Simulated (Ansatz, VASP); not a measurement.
**Cross-check of Re (Rhenium) between VASP and Ansatz**

Aim: how closely do two programs agree when they are given the same cell, functional and k mesh? The cell is taken from a series of runs on this material, whose earlier steps may have relaxed, scaled, displaced or heated it; both programs get it as it stands.

Program: Ansatz 0.2.0. Level of theory: plane waves, with VASP 6.6.1 beside it; zone-centre phonons at PBEsol. Results are calculated unless marked as measured.

## (1) The structure

The structure is hexagonal, space group P6_3/mmc (No. 194). Conventional cell: a = 2.732 Å, b = 2.732 Å, c = 4.412 Å, α = 90.00°, β = 90.00°, γ = 120.00°. Nearest to Re lie 12 Re at 2.71 to 2.73 Å.

Structure file:

```cif
data_structure
_symmetry_space_group_name_H-M 'P 1'
_symmetry_Int_Tables_number 1
_cell_length_a 2.7322
_cell_length_b 2.7322
_cell_length_c 4.4120
_cell_angle_alpha 90.000
_cell_angle_beta 90.000
_cell_angle_gamma 120.000
_cell_volume 28.52
loop_
_atom_site_label
_atom_site_type_symbol
_atom_site_fract_x
_atom_site_fract_y
_atom_site_fract_z
_atom_site_occupancy
Re1 Re 0.33333 0.66667 0.25000 1
Re2 Re 0.66667 0.33333 0.75000 1
```

## (2) VASP: zone-centre phonons, PBEsol

Second derivatives magnify differences that forces hide, and they need a tight electronic threshold.

Lines of VASP's logs that name or quote its potential files are left out, and so is its time.

File INCAR:

```
SYSTEM = Re
PREC = Accurate
ENCUT = 600
EDIFF = 1E-08
NELM = 120
ISMEAR = 1
SIGMA = 0.2
LREAL = .FALSE.
ALGO = Normal
GGA = PS
NBANDS = 13
LASPH = .TRUE.
LORBIT = 11
LWAVE = .FALSE.
LCHARG = .FALSE.
ISIF = 2
IBRION = 8
GGA_COMPAT = .FALSE.
KPAR = 2
```

File POSCAR:

```
Re
1.0
    2.7321545199      0.0000000000      0.0000000000
   -1.3660772600      2.3661152213      0.0000000000
    0.0000000000      0.0000000000      4.4119894588
Re
2
Direct
    0.3333333333      0.6666666667      0.2500000000
    0.6666666667      0.3333333333      0.7500000000
```

File KPOINTS:

```
Automatic mesh
0
Gamma
18 18 12
0 0 0
```

The projector-augmented-wave data sets are Re (PBE family, release 64).

The run is started by

```bash
mpirun -np 2 vasp_std
```

Numbers of over 12 decimals in the logs are rounded to 6 here.

Log:

```text
[banner, memory and clock lines left out]
running    2 mpi-ranks, on    1 nodes
 distrk:  each k-point on    1 cores,    2 groups
 distr:  one band on    1 cores,    1 groups

 POSCAR found type information on POSCAR Re
 POSCAR found :  1 types and       2 ions
|                                                                             |
|               ----> ADVICE to this user running VASP <----                  |
|                                                                             |
|     You enforced a specific xc type in the INCAR file but a different       |
|     [... a line on the potential file left out ...]
|     I HOPE YOU KNOW WHAT YOU ARE DOING!                                     |
|                                                                             |

 LDA part: xc-table for (Slater+PW92), standard interpolation
 POSCAR, INCAR and KPOINTS ok, starting setup
 FFT: planning ... GRIDC
 FFT: planning ... GRID_SOFT
 FFT: planning ... GRID
 WAVECAR not read
 entering main loop
       N       E                     dE             d eps       ncg     rms          rms(c)
DAV:   1     0.318173406495E+02    0.31817E+02   -0.73359E+03 12610   0.147E+03
DAV:   2    -0.250821994271E+02   -0.56900E+02   -0.47772E+02 11253   0.333E+02
DAV:   3    -0.281371576232E+02   -0.30550E+01   -0.27236E+01 11577   0.106E+02
DAV:   4    -0.281880052191E+02   -0.50848E-01   -0.49590E-01 10542   0.722E+00
DAV:   5    -0.281887605703E+02   -0.75535E-03   -0.75459E-03 11606   0.120E+00    0.471E+01
DAV:   6    -0.271058099611E+02    0.10830E+01   -0.87749E-01 11746   0.264E+01    0.201E+01
DAV:   7    -0.267345912894E+02    0.37122E+00   -0.63226E-01 11920   0.218E+01    0.454E-01
DAV:   8    -0.267234589950E+02    0.11132E-01   -0.73782E-03 10548   0.712E-01    0.139E-01
DAV:   9    -0.267224257962E+02    0.10332E-02   -0.51889E-04 11936   0.240E-01    0.480E-02
DAV:  10    -0.267224304065E+02   -0.46102E-05   -0.60756E-05 11154   0.104E-01    0.141E-02
DAV:  11    -0.267224310574E+02   -0.65094E-06   -0.75672E-07 12186   0.157E-02    0.177E-03
DAV:  12    -0.267224308329E+02    0.22447E-06   -0.22187E-08  7908   0.593E-03    0.792E-04
DAV:  13    -0.267224308380E+02   -0.51245E-08   -0.11479E-08  7015   0.182E-03
   1 F= -.26722431E+02 E0= -.26722668E+02  d E =0.712795E-03
 Linear response reoptimize wavefunctions to high precision
DAV:   1    -0.267224308325E+02    0.55147E-08   -0.13714E-08  9186   0.243E-03
DAV:   2    -0.267224308326E+02   -0.26603E-10   -0.19194E-10  5882   0.401E-04
 Linear response DOF=           2
 Linear response progress:
  Degree of freedom:   1/  2
       N       E                     dE             d eps       ncg     rms          rms(c)
RMM:   1    -0.740345579189E-01   -0.74035E-01   -0.67552E+00 29898   0.167E+02
RMM:   2    -0.142664175865E+00   -0.68630E-01   -0.67849E-02 66252   0.280E+00    0.134E-01
RMM:   3    -0.142461801123E+00    0.20237E-03   -0.19150E-03 66819   0.374E-01    0.910E-02
RMM:   4    -0.141670829326E+00    0.79097E-03   -0.10378E-03 68384   0.336E-01    0.230E-02
RMM:   5    -0.141716609921E+00   -0.45781E-04   -0.48078E-05 65396   0.776E-02    0.934E-03
RMM:   6    -0.141727283453E+00   -0.10674E-04   -0.83591E-06 68570   0.264E-02    0.487E-03
RMM:   7    -0.141730951927E+00   -0.36685E-05   -0.63211E-07 60726   0.115E-02    0.108E-03
RMM:   8    -0.141729749750E+00    0.12022E-05   -0.19615E-07 71376   0.271E-03    0.384E-04
RMM:   9    -0.141728976351E+00    0.77340E-06   -0.75073E-09 67645   0.123E-03    0.698E-05
RMM:  10    -0.141728893215E+00    0.83136E-07   -0.24416E-08 72796   0.691E-04    0.217E-05
RMM:  11    -0.141728924248E+00   -0.31033E-07   -0.13311E-08 69882   0.672E-04    0.570E-06
RMM:  12    -0.141728917753E+00    0.64948E-08   -0.12795E-08 71367   0.656E-04    0.305E-06
 first order change of Fermi-energy  -0.17940E-04
 force on displaced ion       1 direction 1 :  -4.980   0.000   0.000
 Linear response progress:
  Degree of freedom:   2/  2
       N       E                     dE             d eps       ncg     rms          rms(c)
RMM:   1    -0.110676123729E+00   -0.11068E+00   -0.73782E+00 10270   0.173E+02
RMM:   2    -0.185275700820E+00   -0.74600E-01   -0.55754E-02 21265   0.335E+00    0.209E-01
RMM:   3    -0.186536656482E+00   -0.12610E-02   -0.34849E-03 22170   0.692E-01    0.119E-01
RMM:   4    -0.186905477324E+00   -0.36882E-03   -0.16414E-04 24250   0.205E-01    0.543E-02
RMM:   5    -0.187145009776E+00   -0.23953E-03   -0.21933E-04 22188   0.160E-01    0.148E-02
RMM:   6    -0.187184081145E+00   -0.39071E-04   -0.64430E-05 21648   0.459E-02    0.687E-03
RMM:   7    -0.187220416532E+00   -0.36335E-04   -0.16631E-05 21251   0.320E-02    0.314E-03
RMM:   8    -0.187218064710E+00    0.23518E-05   -0.79428E-06 24327   0.102E-02    0.171E-03
RMM:   9    -0.187207940944E+00    0.10124E-04    0.46883E-06 20258   0.138E-02    0.305E-04
RMM:  10    -0.187211082824E+00   -0.31419E-05   -0.70457E-06 23419   0.391E-03    0.260E-04
RMM:  11    -0.187210655275E+00    0.42755E-06   -0.79476E-07 22661   0.136E-03    0.186E-04
RMM:  12    -0.187210019762E+00    0.63551E-06    0.12532E-07 22636   0.112E-03    0.440E-05
RMM:  13    -0.187210155484E+00   -0.13572E-06    0.68932E-07 24324   0.870E-04    0.673E-06
RMM:  14    -0.187210214510E+00   -0.59026E-07    0.40927E-07 25272   0.692E-04    0.456E-06
[...]
RMM:  25    -0.187210260061E+00   -0.58835E-09    0.16565E-07 23757   0.668E-04    0.477E-07
RMM:  26    -0.187210258728E+00    0.13325E-08    0.28490E-07 23567   0.668E-04    0.593E-07
RMM:  27    -0.187210259239E+00   -0.51125E-09    0.21193E-07 23904   0.667E-04    0.538E-07
RMM:  28    -0.187210259281E+00   -0.42028E-10    0.25031E-07 23843   0.666E-04    0.483E-07
RMM:  29    -0.187210258392E+00    0.88963E-09    0.29818E-07 24050   0.666E-04    0.634E-07
RMM:  30    -0.187210258959E+00   -0.56766E-09    0.28884E-07 24576   0.665E-04    0.645E-07
RMM:  31    -0.187210257432E+00    0.15275E-08    0.33562E-07 24354   0.665E-04    0.646E-07
RMM:  32    -0.187210257298E+00    0.13428E-09    0.35930E-07 24129   0.665E-04    0.656E-07
 first order change of Fermi-energy   0.89253E-04
 force on displaced ion       1 direction 3 :   0.000   0.000  -3.991
 Linear response finished
```

OUTCAR, selected parts (step 2):

```text
ion  position               nearest neighbor table
   1  0.333  0.667  0.250-   2 2.71   2 2.71   2 2.71   2 2.71   2 2.71   2 2.71
   2  0.667  0.333  0.750-   1 2.71   1 2.71   1 2.71   1 2.71   1 2.71   1 2.71

  LATTYP: Found a hexagonal cell.
 ALAT       =     2.7321545199
 C/A-ratio  =     1.6148389217

 Subroutine GETGRP returns: Found 24 space group operations
 (whereof 12 operations were pure point group operations)

The static configuration has the point symmetry D_3d.
 The point group associated with its full space group is D_6h.

 Found    259 irreducible k-points:

   k-points           NKPTS =    259   k-points in BZ     NKDIM =    259   number of bands    NBANDS=     13

   dimension x,y,z NGX =    24 NGY =   24 NGZ =   36
   dimension x,y,z NGXF=    48 NGYF=   48 NGZF=   72

   ENCUT  =  600.0 eV  44.10 Ry    6.64 a.u.   5.46  5.46  8.81*2*pi/ulx,y,z

   NELECT =      14.0000    total number of electrons

 k-points in reciprocal lattice and weights: Automatic mesh
   0.00000000  0.00000000  0.00000000       0.000
   0.05555556  0.00000000  0.00000000       0.002
   0.11111111  0.00000000  0.00000000       0.002
   0.16666667  0.00000000  0.00000000       0.002
   0.22222222 -0.00000000  0.00000000       0.002
   0.27777778  0.00000000  0.00000000       0.002
   0.33333333  0.00000000  0.00000000       0.002
   0.38888889  0.00000000  0.00000000       0.002
   0.44444444 -0.00000000  0.00000000       0.002
[...]
0.33333333  0.27777778  0.50000000       0.003
   0.33333333  0.33333333  0.50000000       0.001

 average (electrostatic) potential at core
       1 -38.5103       2 -38.5103

  Total        1.5336749      1.5336749      1.5129789     -0.0000000      0.0000000      0.0000000
  in kB       86.1525768     86.1525768     84.9899995     -0.0000000      0.0000000      0.0000000
  external PRESSURE =      85.7650510 kB  Pullay stress =       0.0000000 kB

  energy-cutoff  :      600.00
  volume of cell :       28.52
      direct lattice vectors                 reciprocal lattice vectors
     2.732154520  0.000000000  0.000000000     0.366011509  0.211316844  0.000000000
    -1.366077260  2.366115221  0.000000000     0.000000000  0.422633687  0.000000000
     0.000000000  0.000000000  4.411989459     0.000000000  0.000000000  0.226655120

 POSITION                                       TOTAL-FORCE (eV/Angst)
 -----------------------------------------------------------------------------------
     -0.00000      1.57741      1.10300        -0.000000      0.000000      0.000000
      1.36608      0.78871      3.30899         0.000000     -0.000000      0.000000
 -----------------------------------------------------------------------------------
    total drift:                               -0.000000      0.000000     -0.000000

 Eigenvectors and eigenvalues of the dynamical matrix
 ----------------------------------------------------

   1 f  =    3.615590 THz    22.717421 2PiTHz  120.603095 cm-1    14.952871 meV
             X         Y         Z           dx          dy          dz
     -0.000000  1.577410  1.102997    -0.489277    0.510498    0.000000
      1.366077  0.788705  3.308992     0.489277   -0.510498    0.000000

   2 f  =    3.615590 THz    22.717421 2PiTHz  120.603095 cm-1    14.952871 meV
             X         Y         Z           dx          dy          dz
     -0.000000  1.577410  1.102997    -0.510498   -0.489277   -0.000000
      1.366077  0.788705  3.308992     0.510498    0.489277    0.000000

   3 f  =    3.236646 THz    20.336444 2PiTHz  107.962873 cm-1    13.385684 meV
             X         Y         Z           dx          dy          dz
     -0.000000  1.577410  1.102997     0.000000    0.000000   -0.707107
      1.366077  0.788705  3.308992     0.000000    0.000000    0.707107

   4 f  =    0.000000 THz     0.000000 2PiTHz    0.000002 cm-1     0.000000 meV
             X         Y         Z           dx          dy          dz
     -0.000000  1.577410  1.102997    -0.299021   -0.640770    0.000000
      1.366077  0.788705  3.308992    -0.299021   -0.640770    0.000000

   5 f/i=    0.000000 THz     0.000000 2PiTHz    0.000001 cm-1     0.000000 meV
             X         Y         Z           dx          dy          dz
     -0.000000  1.577410  1.102997     0.000000    0.000000    0.707107
      1.366077  0.788705  3.308992     0.000000    0.000000    0.707107

   6 f/i=    0.000000 THz     0.000000 2PiTHz    0.000001 cm-1     0.000000 meV
             X         Y         Z           dx          dy          dz
     -0.000000  1.577410  1.102997    -0.640770    0.299021   -0.000000
      1.366077  0.788705  3.308992    -0.640770    0.299021    0.000000

 ELASTIC MODULI CONTR FROM IONIC RELAXATION (kBar)
 Direction    XX          YY          ZZ          XY          YZ          ZX
 --------------------------------------------------------------------------------
 XX        -173.0863    173.0863      0.0000      0.0000      0.0000     -0.0000
 YY         173.0863   -173.0863     -0.0000      0.0000     -0.0000      0.0000
 ZZ           0.0000     -0.0000     -0.0000     -0.0000     -0.0000      0.0000
 XY           0.0000      0.0000     -0.0000   -173.0863      0.0000     -0.0000
 YZ           0.0000     -0.0000     -0.0000      0.0000     -0.0000      0.0000
 ZX          -0.0000      0.0000      0.0000     -0.0000      0.0000     -0.0000
 --------------------------------------------------------------------------------
```

The data set Re keeps the semicore shell frozen, which is cheaper and a little less accurate.

(Continued in part 2 of 2.)

[Lines on the potential files, build, host, timing and source positions are cut from VASP's logs without a mark.]

[Logs are printed without paths, hosts, clocks, repeated set-up lines and the standing remarks that a program may print on its own settings, such as how far it seeks lower states.]

[Hosts, paths, dates, database ids (printed as entryN), source tags and the programs' standing remarks are cut or masked in the printed files.]
